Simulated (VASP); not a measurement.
# Ga2PN (I-42d) in VASP: a series of runs

The runs below take Ga2PN through equation of state, with PBE.

Everything below comes from runs of VASP 6.6.1. Logs are shortened: lines on timing, memory, paths and dates and some standing lists are left out, and cuts for length are marked.

## (1) The structure

Symmetry: I-42d, No. 122, tetragonal system. The conventional cell has a = 5.047 Å, b = 5.047 Å, c = 9.902 Å, α = 90.00°, β = 90.00°, γ = 90.00°. Ga (site symmetry 2) has 2 N at 2.02 Å as nearest neighbours. P (site symmetry -4) is surrounded by 4 Ga at 2.35 Å. N (site symmetry -4) has 4 Ga at 2.02 Å as nearest neighbours.

The cell was built by a generator and needn't be a form met in nature.

## (2) Equation of state, PBE, 15.77 Å³/atom

INCAR reads:

```
SYSTEM = Ga2PN
PREC = Accurate
ENCUT = 520
EDIFF = 1E-6
ISMEAR = 0
SIGMA = 0.03
LREAL = .FALSE.
LASPH = .TRUE.
NELM = 100
ALGO = Normal
ISIF = 4
LWAVE = .FALSE.
LCHARG = .FALSE.
GGA = PE
IBRION = 2
NSW = 30
EDIFFG = -0.02
KPAR = 4
```

KPOINTS reads:

```
regular mesh
0
G
  8 8 8
  0 0 0
```

POSCAR reads:

```
Ga2PN
1.0
   -2.5236000000      2.5236000000      4.9511000000
    2.5236000000     -2.5236000000      4.9511000000
    2.5236000000      2.5236000000     -4.9511000000
Ga P N
4 2 2
Direct
    0.5677210000      0.6250000000      0.4427210000
    0.1822790000      0.1250000000      0.5572790000
    0.8750000000      0.4322790000      0.0572790000
    0.3750000000      0.8177210000      0.9427210000
    0.0000000000      0.0000000000      0.0000000000
    0.7500000000      0.2500000000      0.5000000000
    0.5000000000      0.5000000000      0.0000000000
    0.2500000000      0.7500000000      0.5000000000
```

Potentials or basis: VASP PAW PBE potentials, release 64 (Ga_d, P, N).

Started as:

```
> cat potpaw_PBE.64/Ga_d/POTCAR potpaw_PBE.64/P/POTCAR potpaw_PBE.64/N/POTCAR > POTCAR
> mpirun -np 4 vasp_std > vasp.out
```

OUTCAR:

```text
SYSTEM = Ga2PN
   PREC = Accurate
   ENCUT = 520
   EDIFF = 1E-6
   ISMEAR = 0
   LREAL = .FALSE.
   LASPH = .TRUE.
   NELM = 100
   ISIF = 4
   GGA = PE
   IBRION = 2
   NSW = 30
   EDIFFG = -0.02

 ion  position               nearest neighbor table
   1  0.568  0.625  0.443-   7 2.02   8 2.02   5 2.35   6 2.35
   2  0.182  0.125  0.557-   7 2.02   8 2.02   6 2.35   5 2.35
   3  0.875  0.432  0.057-   7 2.02   8 2.02   5 2.35   6 2.35
   4  0.375  0.818  0.943-   7 2.02   8 2.02   6 2.35   5 2.35
   5  0.000  0.000  0.000-   2 2.35   3 2.35   4 2.35   1 2.35
   6  0.750  0.250  0.500-   3 2.35   1 2.35   2 2.35   4 2.35
   7  0.500  0.500  0.000-   1 2.02   2 2.02   3 2.02   4 2.02
   8  0.250  0.750  0.500-   1 2.02   2 2.02   3 2.02   4 2.02

  LATTYP: Found a body centered tetragonal cell.
 ALAT       =     5.0472000000
 C/A-ratio  =     1.9619194801

  Lattice vectors:

 A1 = (  -2.5236000000,   2.5236000000,   4.9511000000)
 A2 = (   2.5236000000,  -2.5236000000,   4.9511000000)
 A3 = (   2.5236000000,   2.5236000000,  -4.9511000000)

Analysis of symmetry for initial positions (statically):
=====================================================================
 Subroutine PRICEL returns:
 Original cell was already a primitive cell.

 Routine SETGRP: Setting up the symmetry group for a
 body centered tetragonal supercell.

 Subroutine GETGRP returns: Found  8 space group operations
 (whereof  4 operations were pure point group operations)
 out of a pool of 16 trial point group operations.

The static configuration has the point symmetry S_4 .
 The point group associated with its full space group is D_2d.

Analysis of symmetry for dynamics (positions and initial velocities):
=====================================================================
 Subroutine PRICEL returns:
 Original cell was already a primitive cell.

 Routine SETGRP: Setting up the symmetry group for a
 body centered tetragonal supercell.

 Subroutine GETGRP returns: Found  8 space group operations
 (whereof  4 operations were pure point group operations)
 out of a pool of 16 trial point group operations.

The dynamic configuration has the point symmetry S_4 .
 The point group associated with its full space group is D_2d.

 Subroutine INISYM returns: Found  8 space group operations
 (whereof  4 operations are pure point group operations),
 and found     1 'primitive' translations

----------------------------------------------------------------------------------------

                                     Primitive cell

  volume of cell :     126.1254

  direct lattice vectors                    reciprocal lattice vectors
    -2.523600000  2.523600000  4.951100000     0.000000000  0.198129656  0.100987659
     2.523600000 -2.523600000  4.951100000     0.198129656  0.000000000  0.100987659
     2.523600000  2.523600000 -4.951100000     0.198129656  0.198129656  0.000000000

  length of vectors
     6.103319190  6.103319190  6.103319190     0.222382256  0.222382256  0.280197647

  position of ions in fractional coordinates (direct lattice)
     0.567721000  0.625000000  0.442721000
     0.182279000  0.125000000  0.557279000
     0.875000000  0.432279000  0.057279000
     0.375000000  0.817721000  0.942721000
     0.000000000  0.000000000  0.000000000
     0.750000000  0.250000000  0.500000000
     0.500000000  0.500000000  0.000000000
     0.250000000  0.750000000  0.500000000

  ion indices of the primitive-cell ions
   primitive index   ion index
                 1           1
                 2           2
                 3           3
                 4           4
                 5           5
                 6           6
                 7           7
                 8           8

----------------------------------------------------------------------------------------

 KPOINTS: regular mesh

Automatic generation of k-mesh.
 Grid dimensions read from file:
 generate k-points for:    8    8    8

 Generating k-lattice:

  Cartesian coordinates                     Fractional coordinates (reciprocal lattice)
     0.000000000  0.024766207  0.012623457     0.125000000 -0.000000000  0.000000000
     0.024766207  0.000000000  0.012623457    -0.000000000  0.125000000  0.000000000
     0.024766207  0.024766207  0.000000000     0.000000000  0.000000000  0.125000000

  Length of vectors
     0.027797782  0.027797782  0.035024706

  Shift w.r.t. Gamma in fractional coordinates (k-lattice)
     0.000000000  0.000000000  0.000000000

 Subroutine IBZKPT returns following result:
 ===========================================

 Found     59 irreducible k-points:

 Following reciprocal coordinates:
            Coordinates               Weight
  0.000000  0.000000  0.000000      1.000000
  0.125000  0.000000  0.000000      8.000000
  0.250000  0.000000  0.000000      8.000000
  0.375000  0.000000  0.000000      8.000000
  0.500000  0.000000  0.000000      4.000000
  0.125000  0.125000  0.000000      8.000000
[... 16 lines left out ...]
  0.250000  0.125000  0.125000     16.000000
  0.375000  0.125000  0.125000      8.000000
 [... further k-points ...]
   k-points           NKPTS =     59   k-points in BZ     NKDIM =     59   number of bands    NBANDS=     43
   number of dos      NEDOS =    301   number of ions     NIONS =      8
   total plane-waves  NPLWV = 110592
   dimension x,y,z NGX =    48 NGY =   48 NGZ =   48
   dimension x,y,z NGXF=    96 NGYF=   96 NGZF=   96
   ions per type =               4   2   2
   NGX,Y,Z   is equivalent  to a cutoff of  13.07, 13.07, 13.07 a.u.
   NGXF,Y,Z  is equivalent  to a cutoff of  26.15, 26.15, 26.15 a.u.
 SYSTEM =  Ga2PN
   PREC   = accura    normal or accurate (medium, high low for compatibility)
   ISTART =      0    job   : 0-new  1-cont  2-samecut
   ICHARG =      2    charge: 1-file 2-atom 10-const
   ISPIN  =      1    spin polarized calculation?
   LNONCOLLINEAR =      F non collinear calculations
   LSORBIT =      F    spin-orbit coupling
   LASPH  =      T    aspherical Exc in radial PAW
   ENCUT  =  520.0 eV  38.22 Ry    6.18 a.u.  11.35 11.35 11.35*2*pi/ulx,y,z
   NELM   =    100;   NELMIN=  2; NELMDL= -5     # of ELM steps
   EDIFF  = 0.1E-05   stopping-criterion for ELM
   LREAL  =      F    real-space projection
   EDIFFG = -.2E-01   stopping-criterion for IOM
   NSW    =     30    number of steps for IOM
   IBRION =      2    ionic relax: 0-MD 1-quasi-New 2-CG
   NFREE  =      1    steps in history (QN), initial steepest desc. (CG)
   ISIF   =      4    stress and relaxation
   ISYM   =      2    0-nonsym 1-usesym 2-fastsym
   POTIM  = 0.5000    time-step for ionic-motion
   TEBEG  =    0.0;   TEEND  =   0.0 temperature during run
   PSTRESS=    0.0 pullay stress
   NELECT =      72.0000    total number of electrons
   NUPDOWN=      -1.0000    fix difference up-down
   EMIN   =  10.00;   EMAX   =-10.00  energy-range for DOS
   EFERMI =   0.00;   METHOD = LEGACY
   ISMEAR =     0;   SIGMA  =   0.03  broadening in eV -4-tet -1-fermi 0-gaus
   EFERMI_NEDOS =   21; number of points for ismear=-14 and -15
   IALGO  =     38    algorithm
   IMIX   =      4    mixing-type and parameters
     AMIX     =   0.40;   BMIX     =  1.00
     AMIX_MAG =   1.60;   BMIX_MAG =  1.00
  volume/ion in A,a.u.               =      15.77       106.39
  Fermi-wavevector in a.u.,A,eV,Ry     =   1.358057  2.566356 25.093491  1.844320
  Thomas-Fermi vector in A             =   2.484923
   LORBIT       =      0    0 simple, 1 ext, 2 COOP (PROOUT), +10 PAW based schemes
   GGA     = PE    functional components
   LHFCALC =     F    Hartree Fock is set to
   AEXX    =    0.0000 exact exchange contribution
   IVDW    =     0    specifies the selected vdW correction
   LEPSILON=     F    determine dielectric tensor
   LRPA    =     F    only Hartree local field effects (RPA)
 conjugate gradient relaxation of ions
 non-spin polarized calculation
 Gauss-broadening in eV      SIGMA  =   0.03
  energy-cutoff  :      520.00
  volume of cell :      126.13
 maximum number of plane-waves:      3427
 NGX is ok and might be reduce to    48
   NGX = 23   NGY = 23   NGZ = 23

 number of electron      72.0000004 magnetization

 Free energy of the ion-electron system (eV)
  ---------------------------------------------------
  ext. energy  EPLUGINS =         0.00000000
  ---------------------------------------------------
  free energy    TOTEN  =       -41.48873354 eV

  energy without entropy =      -41.48873354  energy(sigma->0) =      -41.48873354

 E-fermi :   5.1364     XC(G=0): -10.6104

 val. band max:        4.9545452884   @ k =   0.0000   0.0000   0.0000
 cond. band min:       6.0871959997   @ k =   0.0000   0.0000   0.0000
 fundamental gap:      1.1326507113
 Fermi energy:         5.1363811034

 k-point     1 :       0.0000    0.0000    0.0000
  band No.  band energies     occupation
      1     -10.6123      2.00000
      2     -10.2514      2.00000
      3      -9.3616      2.00000
      4      -9.2529      2.00000
      5      -9.2394      2.00000
      6      -9.2394      2.00000
[... 35 lines left out ...]
     42      10.8279      0.00000
     43      10.8283      0.00000

 k-point     2 :       0.1250    0.0000    0.0000
  band No.  band energies     occupation
      1     -10.5956      2.00000
      2     -10.2589      2.00000
      3      -9.3579      2.00000
      4      -9.2545      2.00000
      5      -9.2434      2.00000
      6      -9.2332      2.00000
[... 35 lines left out ...]
     42      10.5105      0.00000
     43      10.7765      0.00000

 k-point     3 :       0.2500    0.0000    0.0000
  band No.  band energies     occupation
      1     -10.5532      2.00000
      2     -10.2796      2.00000
      3      -9.3464      2.00000
      4      -9.2662      2.00000
      5      -9.2434      2.00000
      6      -9.2198      2.00000
[... 919 lines left out ...]
      6      -9.2136      2.00000
[... 35 lines left out ...]
     42      10.3189      0.00000
     43      10.7226      0.00000

 k-point    24 :       0.3750    0.1250    0.1250
  band No.  band energies     occupation
      1     -10.4568      2.00000
      2     -10.3441      2.00000
      3      -9.3200      2.00000
      4      -9.3023      2.00000
      5      -9.2285      2.00000
      6      -9.2106      2.00000
[... 35 lines left out ...]
     42      10.2647      0.00000
     43      10.5964      0.00000

 [... further k-points ...]

------------------------ aborting loop because EDIFF is reached ----------------------------------------

  FORCE on cell =-STRESS in cart. coord.  units (eV):
  Direction    XX          YY          ZZ          XY          YZ          ZX
  --------------------------------------------------------------------------------------
  -------------------------------------------------------------------------------------
  Total       -0.0906363     -0.0906363     -0.0770060      0.0000000      0.0000000      0.0000000
  in kB       -1.1513571     -1.1513571     -0.9782101      0.0000000      0.0000000      0.0000000
  external PRESSURE =      -1.0936414 kB  Pullay stress =       0.0000000 kB

 VOLUME and BASIS-vectors are now :
 -----------------------------------------------------------------------------
  energy-cutoff  :      520.00
  volume of cell :      126.13
      direct lattice vectors                 reciprocal lattice vectors
    -2.523600000  2.523600000  4.951100000     0.000000000  0.198129656  0.100987659
     2.523600000 -2.523600000  4.951100000     0.198129656  0.000000000  0.100987659
     2.523600000  2.523600000 -4.951100000     0.198129656  0.198129656  0.000000000

 POSITION                                       TOTAL-FORCE (eV/Angst)
 -----------------------------------------------------------------------------------
      1.26180      0.97270      3.71332         0.000000     -0.000749     -0.000000
      1.26180      1.55090     -1.23778         0.000000      0.000749      0.000000
     -0.97270      1.26180      6.18888         0.000749     -0.000000      0.000000
      3.49630      1.26180      1.23777        -0.000749     -0.000000     -0.000000
      0.00000      0.00000      0.00000         0.000000     -0.000000     -0.000000
      0.00000      2.52360      2.47555         0.000000     -0.000000      0.000000
      0.00000      0.00000      4.95110        -0.000000     -0.000000     -0.000000
      2.52360      0.00000      2.47555         0.000000     -0.000000      0.000000
 -----------------------------------------------------------------------------------
    total drift:                                0.000007      0.000007      0.000004

  FREE ENERGIE OF THE ION-ELECTRON SYSTEM (eV)
  ---------------------------------------------------
  free  energy   TOTEN  =       -41.4887335427 eV

  energy  without entropy=      -41.4887335427  energy(sigma->0) =      -41.48873354

 reached required accuracy - stopping structural energy minimisation
```

Run time: 74 s. Hardware: 4 MPI ranks of Intel Xeon 6975P-C (Granite Rapids), shared host; peak memory 0.48 GiB.

What came out:

```
Free energy            : -41.4887 eV
Pressure               : -0.1 GPa
Band gap on the k mesh : 1.13 eV, direct
```

## (3) Equation of state, PBE, 15.29 Å³/atom (volume scaled by 0.97)

INCAR is that of step 2.

KPOINTS is that of step 2.

Changes to POSCAR since step 2:

```diff
@@ -2,5 +2,5 @@
 1.0
-   -2.5236000000      2.5236000000      4.9511000000
-    2.5236000000     -2.5236000000      4.9511000000
-    2.5236000000      2.5236000000     -4.9511000000
+   -2.4981073480      2.4981073480      4.9010854694
+    2.4981073480     -2.4981073480      4.9010854694
+    2.4981073480      2.4981073480     -4.9010854694
 Ga P N
```

Potentials or basis: VASP PAW PBE potentials, release 64 (Ga_d, P, N).

Started as:

```
> cat potpaw_PBE.64/Ga_d/POTCAR potpaw_PBE.64/P/POTCAR potpaw_PBE.64/N/POTCAR > POTCAR
> mpirun -np 4 vasp_std > vasp.out
```

Wall time 97 s (4 MPI ranks of Intel Xeon 6975P-C (Granite Rapids), shared host); peak memory 0.5 GiB.

Results (log left out):

| Item | Value |
| --- | --- |
| Free energy | -41.4462 eV |
| Pressure | 3.6 GPa |
| Largest force | 0.009 eV/Å |
| Band gap on the k mesh | 1.35 eV, direct |

## (4) Equation of state, PBE, 16.24 Å³/atom (volume scaled by 1.03)

INCAR is that of step 3.

KPOINTS is that of step 3.

Changes to POSCAR since step 3:

```diff
@@ -2,5 +2,5 @@
 1.0
-   -2.4981073480      2.4981073480      4.9010854694
-    2.4981073480     -2.4981073480      4.9010854694
-    2.4981073480      2.4981073480     -4.9010854694
+   -2.5485877637      2.5485877637      5.0001239803
+    2.5485877637     -2.5485877637      5.0001239803
+    2.5485877637      2.5485877637     -5.0001239803
 Ga P N
```

Started as:

```
> cat potpaw_PBE.64/Ga_d/POTCAR potpaw_PBE.64/P/POTCAR potpaw_PBE.64/N/POTCAR > POTCAR
> mpirun -np 4 vasp_std > vasp.out
```

Run time: 1.8 min. Hardware: 4 MPI ranks of Intel Xeon 6975P-C (Granite Rapids), shared host; peak memory 0.51 GiB.

The run converged. Its results:

```
Free energy            : -41.4523 eV
Pressure               : -3.1 GPa
Largest force          : 0.009 eV/Å
Band gap on the k mesh : 0.93 eV, direct
```

## (5) Equation of state, PBE, 14.82 Å³/atom (volume scaled by 0.94)

INCAR is that of step 4.

KPOINTS is that of step 4.

Changes to POSCAR since step 4:

```diff
@@ -2,5 +2,5 @@
 1.0
-   -2.5485877637      2.5485877637      5.0001239803
-    2.5485877637     -2.5485877637      5.0001239803
-    2.5485877637      2.5485877637     -5.0001239803
+   -2.4720835040      2.4720835040      4.8500287829
+    2.4720835040     -2.4720835040      4.8500287829
+    2.4720835040      2.4720835040     -4.8500287829
 Ga P N
```

Started as:

```
> cat potpaw_PBE.64/Ga_d/POTCAR potpaw_PBE.64/P/POTCAR potpaw_PBE.64/N/POTCAR > POTCAR
> mpirun -np 4 vasp_std > vasp.out
```

It took 97 s on 4 MPI ranks of Intel Xeon 6975P-C (Granite Rapids), shared host; peak memory 0.49 GiB.

It converged, with:

* Free energy: -41.3105 eV
* Pressure: 7.9 GPa
* Largest force: 0.015 eV/Å
* Band gap on the k mesh: 1.57 eV, direct

## (6) Equation of state, PBE, 16.71 Å³/atom (volume scaled by 1.06)

INCAR is that of step 5.

KPOINTS is that of step 5.

Changes to POSCAR since step 5:

```diff
@@ -2,5 +2,5 @@
 1.0
-   -2.4720835040      2.4720835040      4.8500287829
-    2.4720835040     -2.4720835040      4.8500287829
-    2.4720835040      2.4720835040     -4.8500287829
+   -2.5730949187      2.5730949187      5.0482050451
+    2.5730949187     -2.5730949187      5.0482050451
+    2.5730949187      2.5730949187     -5.0482050451
 Ga P N
```

Potentials or basis: VASP PAW PBE potentials, release 64 (Ga_d, P, N).

Started as:

```
> cat potpaw_PBE.64/Ga_d/POTCAR potpaw_PBE.64/P/POTCAR potpaw_PBE.64/N/POTCAR > POTCAR
> mpirun -np 4 vasp_std > vasp.out
```

Run time: 1.7 min. Hardware: 4 MPI ranks of Intel Xeon 6975P-C (Granite Rapids), shared host; peak memory 0.52 GiB.

It converged, with:

```
Free energy            : -41.3490 eV
Pressure               : -5.7 GPa
Largest force          : 0.020 eV/Å
Band gap on the k mesh : 0.73 eV, direct
```

## (7) Equation of state, PBE, 14.35 Å³/atom (volume scaled by 0.91)

INCAR is that of step 6.

KPOINTS is that of step 6.

Changes to POSCAR since step 6:

```diff
@@ -2,5 +2,5 @@
 1.0
-   -2.5730949187      2.5730949187      5.0482050451
-    2.5730949187     -2.5730949187      5.0482050451
-    2.5730949187      2.5730949187     -5.0482050451
+   -2.4454999006      2.4454999006      4.7978738936
+    2.4454999006     -2.4454999006      4.7978738936
+    2.4454999006      2.4454999006     -4.7978738936
 Ga P N
```

Started as:

```
> cat potpaw_PBE.64/Ga_d/POTCAR potpaw_PBE.64/P/POTCAR potpaw_PBE.64/N/POTCAR > POTCAR
> mpirun -np 4 vasp_std > vasp.out
```

Wall time 1.7 min (4 MPI ranks of Intel Xeon 6975P-C (Granite Rapids), shared host); peak memory 0.48 GiB.

Results (log left out):

| Property | Result |
| --- | --- |
| Free energy | -41.0651 eV |
| Pressure | 12.9 GPa |
| Largest force | 0.018 eV/Å |
| Band gap on the k mesh | 1.80 eV, direct |

## (8) Equation of state, PBE, 17.18 Å³/atom (volume scaled by 1.09)

INCAR is that of step 7.

KPOINTS is that of step 7.

Changes to POSCAR since step 7:

```diff
@@ -2,5 +2,5 @@
 1.0
-   -2.4454999006      2.4454999006      4.7978738936
-    2.4454999006     -2.4454999006      4.7978738936
-    2.4454999006      2.4454999006     -4.7978738936
+   -2.5971439286      2.5971439286      5.0953872662
+    2.5971439286     -2.5971439286      5.0953872662
+    2.5971439286      2.5971439286     -5.0953872662
 Ga P N
```

Started as:

```
> cat potpaw_PBE.64/Ga_d/POTCAR potpaw_PBE.64/P/POTCAR potpaw_PBE.64/N/POTCAR > POTCAR
> mpirun -np 4 vasp_std > vasp.out
```

It took 2.2 min on 4 MPI ranks of Intel Xeon 6975P-C (Granite Rapids), shared host; peak memory 0.52 GiB.

It converged, with:

| Quantity | Value |
| --- | --- |
| Free energy | -41.1892 eV |
| Pressure | -7.9 GPa |
| Largest force | 0.008 eV/Å |
| Band gap on the k mesh | 0.55 eV, direct |
